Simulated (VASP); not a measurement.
The system is Si7B.

```
CELL_PARAMETERS angstrom
5.85980 0.00000 0.00000
-2.92990 5.07473 0.00000
0.00000 0.00000 4.67067
ATOMIC_POSITIONS crystal
Si 0.49963 0.99926 0.00000
Si 0.49963 0.50037 0.00000
Si 0.00074 0.50037 0.00000
Si 0.33925 0.16963 0.50000
Si 0.83037 0.16963 0.50000
Si 0.83037 0.66075 0.50000
Si 0.33333 0.66667 0.50000
B 0.00000 0.00000 0.00000
```

The cell was built by a generator and needn't be a form met in nature.

```yaml
Program: VASP 6.6.1
Task: relaxation of cell and atoms
Functional: PBE
Potentials_or_basis: VASP PAW PBE potentials, release 64 (Si, B)
Cutoff: 520 eV
k_mesh: 4 × 4 × 4
Occupations: gaussian, width 0.15 eV
Spin: no spin polarisation
```

At the start: pressure -13.2 GPa; volume 17.36 Å³/atom.

Question: Where does the relaxation end?

Answer: Over 10 steps the energy falls by 261.3 meV/atom and the volume is 13.32 Å³/atom (-23.3 %); space group P-6m2 (No. 187, to 0.05 Å).

The path:
```csv
step,energy change (eV),largest force (eV/Å),pressure (GPa),volume (Å³)
1,0.0000,0.2320,-13.21,138.89
2,-1.8830,0.7293,-4.17,111.99
3,-1.9880,0.7927,-0.31,106.69
4,-1.9911,0.8066,0.62,105.58
5,-2.0651,0.2706,1.08,105.27
6,-2.0682,0.1857,1.24,105.20
7,-2.0873,0.1000,-0.31,106.85
8,-2.0875,0.0919,-0.42,107.03
9,-2.0875,0.0910,-0.50,107.09
10,-2.0900,0.0234,-0.20,106.58
```

Final structure:
```yaml
crystal:
  lattice:
    - [5.26596, 0.00000, 0.00000]
    - [-2.63298, 4.56046, 0.00000]
    - [0.00000, 0.00000, 4.43818]
  atoms:
    - { symbol: Si, position: [0.50264, 0.00529, 0.00000] }
    - { symbol: Si, position: [0.50264, 0.49736, 0.00000] }
    - { symbol: Si, position: [0.99471, 0.49736, 0.00000] }
    - { symbol: Si, position: [0.32074, 0.16037, 0.50000] }
    - { symbol: Si, position: [0.83963, 0.16037, 0.50000] }
    - { symbol: Si, position: [0.83963, 0.67926, 0.50000] }
    - { symbol: Si, position: [0.33333, 0.66667, 0.50000] }
    - { symbol: B, position: [0.00000, 0.00000, 0.00000] }
```

Caveat: the volume moved by over 15 % at a fixed basis, so the end points are rough.
